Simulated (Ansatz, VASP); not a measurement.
## One calculation of HfNbSe4, two programs

```xyz
6
Lattice="5.4967 0.0000 0.0000 -2.7483 4.7603 0.0000 0.0000 0.0000 4.8426" Properties=species:S:1:pos:R:3 pbc="T T T"
Hf    0.0000    3.1735    0.0000
Nb    2.7483    1.5868    0.0000
Se    0.0000    0.0000    0.0000
Se    1.4140    0.8164    2.4213
Se    4.0827    0.8164    2.4213
Se    2.7483    3.1275    2.4213
```

Change from the starting cell: species swapped into the HoCo4Cu type (P-6m2, No. 187).

Alike in both runs: functional PBE; k mesh 12 × 12 × 8; occupations gaussian, width 0.1 eV; no spin polarisation.

Ansatz relaxed the structure, and its values are those at the end. VASP's run is a single point on that final structure, the one shown.

|  | VASP | Ansatz |
| --- | --- | --- |
| version | VASP 6.6.1 | Ansatz 0.2.0 |
| potentials or method | VASP PAW PBE potentials, release 64 (Hf_pv, Nb_sv, Se) | scalar-relativistic, plane waves, PAW |
| plane-wave cutoff (eV) | 520 | 420 |
| valence electrons in the cell | 47 | 103 |

```csv
,VASP,Ansatz,Ansatz less VASP
gap on the k mesh at the Fermi level (eV),none,none,-
pressure (GPa),-0.1,0.0,+0.12
rms of the force components (eV/Å),0.003,0.000,-0.0031
```

A gap of «none» marks a metal or a gap that the smearing closes. The two sets of potentials don't hold the same shells in valence.

The runs have no spin-orbit coupling, so splittings on Hf are missing.
